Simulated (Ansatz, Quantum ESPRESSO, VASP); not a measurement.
## One structure in several programs: CsI (Pm-3m, 2 atoms in the cell)

Self-consistent single point, at a second geometry (lattice scaled by 0.98). First geometry:

```
CELL_PARAMETERS angstrom
      4.57000     0.00000     0.00000
      0.00000     4.57000     0.00000
      0.00000     0.00000     4.57000
ATOMIC_POSITIONS crystal
  Cs 0.00000 0.00000 0.00000
  I  0.50000 0.50000 0.50000
```

Shared settings, as Ansatz (a first-principles code) writes them: kpoints.mp_grid.grid = 4 4 4; scf.occupations.method = fermi_dirac; scf.occupations.width = 0.01 eV. Potentials and cutoffs stand in the table.

```csv
code,model,ΔF from the first geometry (meV/atom),pressure (GPa),gap on the mesh (eV),cutoff
Quantum ESPRESSO,"PBE, SSSP 1.1.2 efficiency (PBE) pseudopotentials",20.1,1.63,4.076,40 Ry
Ansatz,"PBE, default PAW files",20.8,1.68,4.094,420 eV
VASP,"PBE, VASP's PBE PAW potentials (set 64)",21.8,1.70,4.077,300 eV
```

Gaps are read on the mesh.

On Ansatz's run: spin-orbit coupling is off.

The spread over the programs that give each value: ΔF from the first geometry within 1.7 meV/atom; pressure within 0.07 GPa; gap on the mesh within 0.018 eV.

Ansatz's pressure is given at a fixed set of plane waves, as the other plane-wave codes print theirs.

VASP's run is marked for a possible Pulay error in its stress at this cutoff; no cutoff test was made.

The starting cell has typed, rounded lattice constants, without a prior relaxation at this level. For this run, on top of that: lattice scaled by 0.98.

Left out of this page: ABINIT, GPAW, CP2K, FLEUR and SIESTA (not drawn, or without a comparable value).

Keys are those of Ansatz 0.2.
